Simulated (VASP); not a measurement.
```xyz
2
Lattice="0.0000 2.8731 2.8731 2.8731 0.0000 2.8731 2.8731 2.8731 0.0000" Properties=species:S:1:pos:R:3 pbc="T T T"
Ge     0.0000     0.0000     0.0000
Ge     1.4365     1.4365     1.4365
```

The numbers are results of optB88-vdW, VASP's PBE PAW potentials (set 64) (plane waves; VASP), not measurements. Settings: 520 eV cut-off, Gaussian smearing of 0.050 eV, potentials Ge_d.

Q: Estimate the band gap (along the path) with the smallest direct gap where there is one.

A: 
- band gap (along the path): none (metal, semimetal or under 0.01 eV)

The compound is Ge in the diamond structure. It was relaxed first.
